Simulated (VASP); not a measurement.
```xyz
4
Lattice="4.9849 0.0000 0.0000 0.0000 4.9849 0.0000 0.0000 0.0000 4.9849" Properties=species:S:1:pos:R:3 pbc="T T T"
Ca     2.4924     2.4924     0.0000
Ca     0.0000     2.4924     2.4924
Ca     2.4924     0.0000     2.4924
Zn     0.0000     0.0000     0.0000
```

The numbers are results of PBEsol GGA, VASP's PBE PAW potentials (set 64) (plane waves; VASP), not measurements. Run with 400 eV cut-off, Gaussian smearing of 0.050 eV, potentials Ca_sv Zn.

Q: Give the energies of bands 13 to 24 at the high-symmetry points, in eV from the Fermi level.

A: 
| band | Γ | X | M | R |
|---|---|---|---|---|
| 13 | -6.76 | -6.75 | -6.76 | -6.76 |
| 14 | -6.76 | -6.75 | -6.74 | -6.76 |
| 15 | -6.75 | -6.74 | -6.74 | -6.76 |
| 16 | -6.75 | -6.74 | -6.74 | -6.72 |
| 17 | -6.75 | -6.73 | -6.72 | -6.72 |
| 18 | -5.36 | -4.30 | -3.68 | -3.58 |
| 19 | -1.55 | -2.95 | -1.75 | -0.46 |
| 20 | 0.31 | -0.21 | -1.75 | -0.46 |
| 21 | 0.31 | 0.32 | -1.05 | -0.46 |
| 22 | 0.97 | 0.32 | 0.35 | -0.36 |
| 23 | 0.97 | 1.31 | 1.15 | -0.36 |
| 24 | 0.97 | 1.32 | 1.51 | -0.36 |

It has no gap at this level: it comes out as a metal or semimetal.

The structure comes from a computed database's Ca3Zn entry (Pm-3m); how it stands against other phases isn't given here. It was relaxed first, which changed the volume by -5 %.
